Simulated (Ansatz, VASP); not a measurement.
**Two plane-wave programs on LiCaF3**

```
CELL_PARAMETERS angstrom
3.19706 0.00000 0.00000
0.00000 4.32543 0.00000
0.00000 0.00000 3.76124
ATOMIC_POSITIONS crystal
Li 0.50000 0.50000 0.50000
Ca 0.00000 0.00000 0.00000
F 0.00000 0.50000 0.50000
F 0.50000 0.50000 0.00000
F 0.50000 0.00000 0.50000
```

Change from the starting cell: strain -0.1500 x Voigt [1, -1, 0, 0, 0, 0], atoms carried along.

Alike in both runs: task single point; functional PBE; k mesh 6 × 6 × 6; occupations gaussian, width 0.05 eV; no spin polarisation.

|  | VASP | Ansatz |
| --- | --- | --- |
| version | VASP 6.6.1 | Ansatz 0.2.0 |
| potentials or method | VASP PAW PBE potentials, release 64 (Li_sv, Ca_sv, F) | scalar-relativistic, plane waves, PAW |
| plane-wave cutoff (eV) | 520 | 420 |
| valence electrons in the cell | 34 | 34 |

```csv
,VASP,Ansatz,Ansatz less VASP
gap on the k mesh at the Fermi level (eV),3.86,3.87,+0.012
least direct gap on the mesh (eV),4.05,4.06,+0.013
```

 A k mesh can miss the band edges.
